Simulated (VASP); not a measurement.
Input:

```
BiGa3
1.0
    4.43378     0.00000     0.00000
    0.00000     4.43378     0.00000
    0.00000     0.00000     4.43378
Ga Bi
3 1
Direct
  0.00000   0.50000   0.50000
  0.50000   0.00000   0.50000
  0.50000   0.50000   0.00000
  0.00000   0.00000   0.00000
```

Computed with PBEsol GGA, VASP's PBE PAW potentials (set 64) (plane waves; VASP). Numerical set-up: 400 eV cut-off, 8×8×8 Γ-centred mesh, tetrahedra with Blöchl corrections, potentials Ga_d Bi_d.

The cores are frozen, which limits the accuracy of field gradients.

Task: Give the principal components of the electric field gradient (V/Å²) and the asymmetry η at each nucleus.

Result: 
```
atom   Vxx   Vyy   Vzz     η
----  ----  ----  ----  ----
Ga1   -6.4  -6.4  12.7  0.00
Ga2   -6.4  -6.4  12.7  0.00
Ga3   -6.4  -6.4  12.7  0.00
Bi4    0.0   0.0   0.0     -
```

The structure comes from a computed database's Ga3Bi entry (Pm-3m); how it stands against other phases isn't given here. It was relaxed first, which changed the volume by -6 %.
